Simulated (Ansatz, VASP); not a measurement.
## Be4CN in VASP and in Ansatz

```
Be C N
1.0
     1.97364   -2.60881    0.00000
     1.97364    2.60881    0.00000
     0.00000    0.00000    4.34214
Be C N
4 1 1
Direct
  0.68038 0.31962 0.00000
  0.18767 0.81233 0.50000
  0.81233 0.18767 0.50000
  0.31962 0.68038 0.00000
  0.00000 0.00000 0.00000
  0.50000 0.50000 0.50000
```

Change from the starting cell: species swapped into the CaCeC4 type (Cmmm, No. 65).

Alike in both runs: functional PBE; k mesh 6 × 6 × 4; occupations gaussian, width 0.1 eV; no spin polarisation.

Ansatz relaxed the structure, and its values are those at the end. VASP's run is a single point on that final structure, the one shown.

```csv
,VASP,Ansatz
version,VASP 6.6.1,Ansatz 0.2.0
potentials or method,"VASP PAW PBE potentials, release 64 (Be, C, N)","scalar-relativistic, plane waves, PAW"
plane-wave cutoff (eV),520,420
valence electrons in the cell,17,17
```

|  | VASP | Ansatz | Ansatz less VASP |
| --- | --- | --- | --- |
| gap on the k mesh at the Fermi level (eV) | none | none | - |
| pressure (GPa) | 0.0 | -0.1 | -0.12 |
| rms of the force components (eV/Å) | 0.009 | 0.011 | +0.0024 |

A gap of «none» marks a metal or a gap that the smearing closes. With one functional, cell and mesh, what is left measures potentials, basis and numerics.

Caveats: the k mesh is coarse (spacing up to 0.36 Å⁻¹), so the values aren't converged.
